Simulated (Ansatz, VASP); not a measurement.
**Cross-check of Ta2S2N (Ta2NS2 MXene monolayer) between VASP and Ansatz**

One calculation is typed for both programs; each brings its own data sets. How far apart do they land? Of the first pair: The structure shown is the start of the Ansatz relaxation below; VASP solves that cell, so the two are compared at the walk's first step.

Program: Ansatz 0.2.0. Level of theory: plane waves, with VASP 6.6.1 beside it; single point at PBE. Results are calculated unless marked as measured.

**1. The structure**

The cell holds 5 atoms: 2 S, 2 Ta and 1 N. Cell: a = 3.155 Å, b = 3.155 Å, c = 36.088 Å, α = 90.0°, β = 90.0°, γ = 120.0°. Vacuum lies along c. The height across the vacuum is the one that the program set for its solve, not the one typed.

Structure file:

```
S Ta N
1.0
     3.15458    0.00000    0.00000
    -1.57729    2.73195    0.00000
     0.00000    0.00000   36.08833
S Ta N
2 2 1
Direct
  0.33333 0.66667 0.24939
  0.66667 0.33333 0.41964
  0.66667 0.33333 0.30002
  0.33333 0.66667 0.36901
  0.00000 0.00000 0.33451
```

**2. Ansatz: relaxation, PBE**

Ansatz runs on its default PAW (the set named soft_2) files.

The two programs are compared at the cell with which this relaxation starts, whose forces are those of its first step.

The input, input.yaml:

```yaml
crystal:
  lattice:
    - [3.15458, 0.0, 0.0]
    - [-1.57729, 2.7319464183, 0.0]
    - [0.0, 0.0, 24.1441631042]
  atoms:
    - { symbol: S, position: [0.3333333333, 0.6666666667, 0.3727609013] }
    - { symbol: Ta, position: [0.6666666667, 0.3333333333, 0.4484466197], spin: 1.0 }
    - { symbol: "N", position: [0.0, 0.0, 0.5] }
    - { symbol: Ta, position: [0.3333333333, 0.6666666667, 0.5515533803], spin: 1.0 }
    - { symbol: S, position: [0.6666666667, 0.3333333333, 0.6272390987] }
  periodic: [true, true, false]
magnetization:
  spin_polarized: true
kpoints:
  mp_grid: { grid: [12, 12, 1] }
hamiltonian:
  xc: pbe
scf:
  occupations: { method: fermi_dirac, width: 0.05 }
relax:
  f_tol: 0.01
  max_steps: 90
  cell: {}
```

Run with:

```
> ansatz run input.yaml --threads 4 --pin off --max-ram 8192MiB --backend cpu --events-out ev --progress --plain --runs-dir out
```

Numbers of over 12 decimals in the logs are rounded to 6 here.

The program printed:

```text
Warning: crystal.periodic: the lattice vector that does not repeat stood 0.000° off the slab's normal, 24.144 Å along it as the deck builds it. The run solves the slab on a vector along the normal, 36.088 Å long, with every atom where it was (on the deck's vector they left 18.00 Å outside them, and the widest stretch free of ions among them is 1.83 Å). A fractional position that the run reports is one of the run's ce [...]
crystal.periodic: the lattice vector that does not repeat stood 0.000° off the slab's normal, 24.144 Å along it as the deck builds it. The run solves the slab on a vector along the normal, 36.088 Å long, with every atom where it was (on the deck's vector they left 18.00 Å outside them, and the widest stretch free of ions among them is 1.83 Å). A fractional position that the run reports is one of the run's cell, which [...]
Engine: ansatz 0.2.0, x86_64-unknown-linux-gnu
Pseudopotentials: kind: paw
Pseudopotential: S, paw, valence charge 6, recommended cutoff 420 eV (normal), S.paw.azcp
Pseudopotential: Ta, paw, valence charge 13, recommended cutoff 420 eV (normal), Ta.paw.azcp
Pseudopotential: N, paw, valence charge 5, recommended cutoff 420 eV (normal), N.paw.azcp
Functional definition: PBE
  parameter kappa = 0.804
  parameter beta = 0.066725
  exchange = pbe_x(kappa = kappa, mu = beta*pi^2/3)
  correlation = pbe_c(beta = beta)
Crystal: 5 atoms, lattice volume = 311.014 Å³
Basis set: ecut = 420 eV, 6001 PW (Γ), exchange–correlation on 48×48×486 points (8 copies of the dense FFT grid, shifted against one another)
Bands: 28, of which v1, the nominal top of the filled ones, is band 22 counted from 1 (21 counted from 0)
Symmetry: 12 space group operations
Space group: P-3m1 (ITA 164), of the structure as read, at distance tolerance 6.8e-5 Å
Magnetic group: BNS 164.85 (UNI 1315), of the structure as read, at distance tolerance 6.8e-5 Å
k-points: 19 of 144
Non-local potential: S, projectors of the file, l = 0: 2, l = 1: 2, l = 2: 2
Non-local potential: Ta, projectors of the file, l = 0: 3, l = 1: 2, l = 2: 2, l = 3: 1
Non-local potential: N, projectors of the file, l = 0: 2, l = 1: 2, l = 2: 1
PAW form: soft (Blöchl's): semilocal exchange-correlation on the pseudo side does not see the compensation charge
PAW one-centre angular grid: S, 110 points (default); XC on 64 Gauss nodes
PAW one-centre angular grid: Ta, 590 points (default); XC on 64 Gauss nodes
PAW one-centre angular grid: N, 110 points (default); XC on 64 Gauss nodes
Initial density: superposition of atomic densities (neutral atoms: chi_scale 0, normalization atom)
Starting moments: Σ|m| = 2 μB on 2 of 5 sites
[...]
Crystal: 5 atoms, lattice volume = 343.023 Å³
iter 1 solved again at ethr=5.10e-8 eV; its pass at ethr=3.10e-3 eV (dr2=2.19e-5 eV) is discarded
SCF iter   1: F=—  HF=-22057.793891 eV  |F-HF|=—  |Δ(HF+E_count)|=         —  Δρ=3.55e-5 (↑3.52e-5 ↓3.55e-5)  dr2=1.91e-5  dr2_m=4.46e-7  M=-0.000 μB ∫|m|=0.001 μB  β_m=0.65  ethr=5.10e-8  ⟨swp⟩=5.3  Hψ=9700  notcnv=0
preconditioner: auto → Resta (q_TF=auto, 1.930 Å⁻¹)  ε∞=2.4  [insulator: Δε(μ)=0.175 eV  Ē_g=8.887 eV  σ=0.050 eV  W_gap=0.61  n_scr=22 (ndim 8)  ℏωp=10.4 eV  f_vac=0.748  D(μ)=1.19/eV (n_scr^D=8)  ε∞_Penn≈2.4  vacuum switching on, ρ_ref=5.7e-3 e/Å³]
spin=Collinear: Resta preconditioning applied to the charge; magnetization (m = ρ↑ − ρ↓) channel mixes plain (no charge-response kernel on spin).
SCF iter   2: F=—  HF=-22057.793892 eV  |F-HF|=—  |Δ(HF+E_count)|=   7.08e-7  Δρ=3.36e-5 (↑3.28e-5 ↓3.36e-5)  dr2=2.15e-5  dr2_m=9.46e-8  M=-0.000 μB ∫|m|=0.000 μB  β_m=0.34  ethr=4.44e-8  ⟨swp⟩=2.8  Hψ=1777  notcnv=0
SCF iter   3: F=—  HF=-22057.793890 eV  |F-HF|=—  |Δ(HF+E_count)|=   1.86e-6  Δρ=1.07e-5 (↑8.91e-6 ↓1.07e-5)  dr2=1.03e-6  dr2_m=1.18e-7  M=-0.000 μB ∫|m|=0.000 μB  β_m=0.42  ethr=4.44e-8  ⟨swp⟩=2.8  Hψ=1952  notcnv=0
SCF iter   4: F=—  HF=-22057.793894 eV  |F-HF|=—  |Δ(HF+E_count)|=   3.43e-6  Δρ=6.36e-6 (↑4.66e-6 ↓6.36e-6)  dr2=2.69e-7  dr2_m=3.61e-8  M=-0.000 μB ∫|m|=0.000 μB  β_m=0.65  ethr=2.39e-9  ⟨swp⟩=4.0  Hψ=2323  notcnv=0
SCF iter   5: F=—  HF=-22057.793896 eV  |F-HF|=—  |Δ(HF+E_count)|=   1.81e-6  Δρ=2.21e-6 (↑1.20e-6 ↓2.21e-6)  dr2=7.25e-8  dr2_m=3.02e-9  M=-0.000 μB ∫|m|=0.000 μB  β_m=0.74  ethr=6.26e-10  ⟨swp⟩=3.4  Hψ=2398  notcnv=0
SCF iter   6: F=—  HF=-22057.793896 eV  |F-HF|=—  |Δ(HF+E_count)|=   1.65e-7  Δρ=3.17e-7 (↑2.68e-7 ↓3.17e-7)  dr2=1.43e-9  dr2_m=5.62e-11  M=-0.000 μB ∫|m|=0.000 μB  β_m=0.75  ethr=1.69e-10  ⟨swp⟩=3.7  Hψ=2319  notcnv=0
SCF iter   7: F=-22057.793896 eV  HF=-22057.793896 eV  |F-HF|=1.24e-9  |Δ(HF+E_count)|=   1.30e-9  Δρ=2.04e-7 (↑2.04e-7 ↓1.62e-7)  dr2=1.33e-9  dr2_m=5.63e-12  M=-0.000 μB ∫|m|=0.000 μB  ethr=3.33e-12  ⟨swp⟩=2.7  Hψ=4749  notcnv=0
the starting moments were not kept: the SCF closed with an absolute magnetisation of 2.9e-6 μB, where they sum to 2 μB in size (2 sites). That is at most 0.1 of that sum. Measured as dr2_m measures the in/out step, that magnetisation stands 9.3e-13 eV from none, at or under the dr2_threshold of 3.2e-8 eV: it is no larger than a step whose dr2_m would equal this threshold.
SCF 7 converged in 7 iterations: F = -22057.793896 eV  dr2 = 1.33e-9
relax step   7: F+E_penalty+E_count = -22057.79389568 eV  Δ(F+E_penalty+E_count) = +1.552e-5 eV  max|allowed force component| = 1.605e-3 eV/Å  Δτ_max = 0.0007 Å  P = +0.024 N/m  Ω = 343.023 Å³  energy of the carried Pulay correction = -7.593e-5 eV  fix = [c, alpha, beta]  reactions: c +0.000 N/m  (7 SCF iters, dr2 threshold 3.19e-8 eV, accepted)
iter 1 solved again at ethr=1.47e-7 eV; its pass at ethr=3.10e-3 eV (dr2=6.30e-5 eV) is discarded
SCF iter   1: F=—  HF=-22057.793652 eV  |F-HF|=—  |Δ(HF+E_count)|=         —  Δρ=8.03e-6 (↑8.03e-6 ↓8.03e-6)  dr2=1.97e-8  dr2_m=5.50e-12  M=0.000 μB ∫|m|=0.000 μB  β_m=0.65  ethr=1.47e-7  ⟨swp⟩=7.2  Hψ=14514  notcnv=0
eigensolver tolerance schedule: the retry pair's looser diagonalisation over-reported the residual by 3205.84 of it (diagonalisation noise at 0.18 of the residual, at the tolerance the schedule requests for it); recorded, not acted on — ethr = c·dr2/N_el stays at c = 1.0e-1
preconditioner: auto → Resta (q_TF=auto, 1.930 Å⁻¹)  ε∞=2.4  [insulator: Δε(μ)=0.175 eV  Ē_g=8.889 eV  σ=0.050 eV  W_gap=0.61  n_scr=22 (ndim 8)  ℏωp=10.4 eV  f_vac=0.748  D(μ)=1.19/eV (n_scr^D=8)  ε∞_Penn≈2.4  vacuum switching on, ρ_ref=5.7e-3 e/Å³]
spin=Collinear: Resta preconditioning applied to the charge; magnetization (m = ρ↑ − ρ↓) channel mixes plain (no charge-response kernel on spin).
SCF iter   2: F=—  HF=-22057.793885 eV  |F-HF|=—  |Δ(HF+E_count)|=   2.33e-4  Δρ=2.82e-6 (↑2.82e-6 ↓2.82e-6)  dr2=2.94e-9  dr2_m=1.55e-12  M=-0.000 μB ∫|m|=0.000 μB  β_m=0.62  ethr=4.57e-11  ⟨swp⟩=6.0  Hψ=4190  notcnv=0
SCF iter   3: F=—  HF=-22057.793946 eV  |F-HF|=—  |Δ(HF+E_count)|=   6.04e-5  Δρ=4.00e-7 (↑3.99e-7 ↓4.00e-7)  dr2=9.31e-10  dr2_m=2.26e-13  M=-0.000 μB ∫|m|=0.000 μB  β_m=0.55  ethr=6.84e-12  ⟨swp⟩=5.1  Hψ=2526  notcnv=0
SCF iter   4: F=—  HF=-22057.793954 eV  |F-HF|=—  |Δ(HF+E_count)|=   8.78e-6  Δρ=9.36e-8 (↑9.36e-8 ↓8.60e-8)  dr2=2.46e-10  dr2_m=1.06e-13  M=-0.000 μB ∫|m|=0.000 μB  β_m=0.46  ethr=2.16e-12  ⟨swp⟩=4.7  Hψ=2426  notcnv=0
SCF iter   5: F=—  HF=-22057.793954 eV  |F-HF|=—  |Δ(HF+E_count)|=   1.61e-7  Δρ=3.46e-8 (↑3.46e-8 ↓2.81e-8)  dr2=2.97e-11  dr2_m=7.75e-14  M=-0.000 μB ∫|m|=0.000 μB  β_m=0.73  ethr=1.00e-12  ⟨swp⟩=2.6  Hψ=1460  notcnv=0
SCF iter   6: F=-22057.793955 eV  HF=-22057.793955 eV  |F-HF|=5.12e-9  |Δ(HF+E_count)|=   4.95e-8  Δρ=9.78e-9 (↑9.78e-9 ↓8.54e-9)  dr2=4.53e-12  dr2_m=3.86e-15  M=-0.000 μB ∫|m|=0.000 μB  ethr=1.00e-12  ⟨swp⟩=9.1  Hψ=7530  notcnv=0
the starting moments were not kept: the SCF closed with an absolute magnetisation of 1.2e-7 μB, where they sum to 2 μB in size (2 sites). That is at most 0.1 of that sum. Measured as dr2_m measures the in/out step, that magnetisation stands 1.0e-15 eV from none, at or under the dr2_threshold of 1.9e-11 eV: it is no larger than a step whose dr2_m would equal this threshold.
SCF 8 converged in 6 iterations: F = -22057.793955 eV  dr2 = 4.53e-12
relax step   8: F+E_penalty+E_count = -22057.79395454 eV  Δ(F+E_penalty+E_count) = -5.886e-5 eV  max|allowed force component| = 1.608e-3 eV/Å  Δτ_max = 0.0000 Å  P = +0.025 N/m  Ω = 343.023 Å³  fix = [c, alpha, beta]  reactions: c +0.000 N/m  stress off target by 2.47e-2 N/m on what of the cell is left free  SCF on the basis re-selected at this cell (its energy is not comparable with the rows above)  (6 SCF iters)
basis re-selected at this cell: Δ(F+E_penalty+E_count) = -5.886e-5 eV, ΔP = +0.000 N/m vs the last step (what re-selecting the basis moved, of the pressure what is left beyond the Pulay correction that the steps carried, after the strain that the cell walked since its last selection, with what the two solves' SCF thresholds leave and, on support functions, any second-order correction that the steps lacked; it is no m [...]
SCF converged after 6 iterations
Magnetization: -0.0000 μB (21.5000 up, 21.5000 down)
Absolute magnetization: 0.0000 μB (∫|ρ↑−ρ↓|, with the PAW one-centre terms)
Spin contamination: 0.0000 ħ² per cell (⟨S²⟩ above its minimum at these occupations)
Per-site moments (μB) at R_I (Å): [(1.3984379370111398e-8, 1.025056), (-1.328528724105148e-8, 0.918120), (1.5843135135226075e-8, 0.918120), (-1.3285287297784819e-8, 0.918120), (1.3984379192695848e-8, 1.025056)]
Free energy (F): -22057.793955 eV
Harris-Foulkes:  -22057.793955 eV  (|F-HF|=5.12e-9)
Internal energy: -22057.783849 eV  (E = F + TS)
E sigma→0 (E₀):  -22057.788902 eV
Entropy (-TS):   -0.010106 eV (-2.021 meV/atom)
Fermi energy:    -5.083646 eV
--- Per-component energies (eV) ---
  E_band       = -1099.983329
  E_kinetic    = 1078.297513
  E_local      = -124775.540983  (includes V_loc(G=0)·N_el)
  E_nonlocal   = 131.019128
  E_hartree    = 61691.488404
  E_xc         = -692.841219
  E_vxc        = -661.554882  (∫ρ·V_xc dr)
  E_paw        = -18121.108106  (= ΣΔE_a)
  E_vpaw       = -255.181082  (= ΣTr[D̂ρ^β])
  E_aug_tail   = 0.000370  (compensation charges beyond the density's cutoff)
  E_ewald      = 58630.901045
  E_smearing   = -0.010106  (= −TS)
  E_closure    = 0.000000  (closes the sum)
  Σ components = -22057.793955   (vs F -22057.793955, Δ=0.00e0)
--- Forces (eV/Å), atoms counted from 1 ---
  atom   1  S     -0.00000000     0.00000000     0.00014543
  atom   2  Ta    -0.00000000    -0.00000000    -0.00160754
  atom   3  N     -0.00000000     0.00000000     0.00000000
  atom   4  Ta    -0.00000000     0.00000000     0.00160754
  atom   5  S      0.00000000    -0.00000000    -0.00014543
  max |Σ_I F_I| component: 1.27e-17 eV/Å
--- 2D stress c σ (N/m, compression-positive) ---
        0.024657       0.000000      -0.000000
        0.000000       0.024657      -0.000000
       -0.000000      -0.000000       0.000000
  P = ½ c Tr σ = 0.0247 N/m
--- Relaxed structure (6 steps of the walk, 6 accepted, 2 SCFs on fresh bases) ---
  F+E_penalty+E_count = -22057.79395454 eV   max|allowed force component| = 1.608e-3 eV/Å   (the final SCF, on the basis selected at the relaxed cell)
  cell:  # Å, volume = 343.0227 Å³
    - [3.312934, 0.0, 0]
    - [-1.656467, 2.869085, 0]
    - [0, 0, 36.088326]
  atoms:
    - { symbol: S, position: [0.333333, 0.666667, 0.259018] }
    - { symbol: Ta, position: [0.666667, 0.333333, 0.302976] }
    - { symbol: N, position: [0, 0, 0.334515] }
    - { symbol: Ta, position: [0.333333, 0.666667, 0.366053] }
    - { symbol: S, position: [0.666667, 0.333333, 0.410012] }
```

(Part 1 of 2 ends here.)

[Lines on the potential files, build, host, timing and source positions are cut from VASP's logs without a mark.]

[Logs are printed without paths, hosts, clocks, repeated set-up lines and the standing remarks that a program may print on its own settings, such as how far it seeks lower states.]

[Hosts, paths, dates, database ids (printed as entryN), source tags and the programs' standing remarks are cut or masked in the printed files.]
